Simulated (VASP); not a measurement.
La3Tl:

```
La Tl
1.0
     5.06000    0.00000    0.00000
     0.00000    5.06000    0.00000
     0.00000    0.00000    5.06000
La Tl
3 1
Direct
  0.00000 0.50000 0.50000
  0.50000 0.00000 0.50000
  0.50000 0.50000 0.00000
  0.00000 0.00000 0.00000
```

* Program: VASP 6.6.1
* Task: relaxation of cell and atoms
* Functional: PBEsol
* Potentials or basis: VASP PAW PBE potentials, release 64 (La, Tl_d)
* Cutoff: 600 eV
* k mesh: 5 × 5 × 5
* Occupations: fermi-dirac, width 0.1 eV
* Spin: no spin polarisation

At the start: pressure -2.1 GPa; volume 32.39 Å³/atom.

Question: How do energy, volume and symmetry change on relaxing?

Answer: Over 3 steps the energy falls by 11.1 meV/atom and the volume is 30.77 Å³/atom (-5.0 %); space group Pm-3m (No. 221, to 0.05 Å).

The path:
```
step  energy change (eV)  largest force (eV/Å)  pressure (GPa)  volume (Å³)
   1              0.0000                0.0000           -2.06       129.55
   2             -0.0429                0.0000            0.48       121.91
   3             -0.0443                0.0000           -0.05       123.08
```

Final structure:
```
La Tl
1.0
     4.97421    0.00000    0.00000
     0.00000    4.97421    0.00000
     0.00000    0.00000    4.97421
La Tl
3 1
Cartesian
  0.0000 2.4871 2.4871
  2.4871 0.0000 2.4871
  2.4871 2.4871 0.0000
  0.0000 0.0000 0.0000
```

Caveat: the PAW data sets were made with another functional, which shifts forces and pressure a little.
